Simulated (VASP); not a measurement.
Consider the following.

```
CELL_PARAMETERS angstrom
      0.00000     3.08817     3.08817
      3.08817     0.00000     3.08817
      3.08817     3.08817     0.00000
ATOMIC_POSITIONS crystal
  Ba 0.00000 0.00000 0.00000
  F  0.25000 0.25000 0.25000
  F  0.75000 0.75000 0.75000
```

Level of theory: rev-vdW-DF2, VASP's PBE PAW potentials (set 64) (plane waves; VASP 6.6.1). Run with 520 eV cut-off, 6×6×6 Γ-centred mesh, Gaussian smearing of 0.050 eV, potentials Ba_sv F.

Energy and stress use the plane-wave basis of the starting cell.

**Question.** The ions, cell shape and volume are relaxed. Give the cell that the relaxation ends in.

**Answer.** 
```
CELL_PARAMETERS angstrom
      0.00000     3.11409     3.11409
      3.11409     0.00000     3.11409
      3.11409     3.11409     0.00000
ATOMIC_POSITIONS crystal
  Ba 0.00000 0.00000 0.00000
  F  0.25000 0.25000 0.25000
  F  0.75000 0.75000 0.75000
```
Space group Fm-3m (225), at a tolerance of 0.03 Å.

**Question.** How do energy and volume change from the first to the last step?

**Answer.** The energy (σ→0) changes by -2.5 meV/atom and the volume by +2.5 %, in 3 ionic steps.

The compound is BaF2 in the fluorite structure. This run relaxes it. Symmetry was kept, so distortions that lower it aren't found.
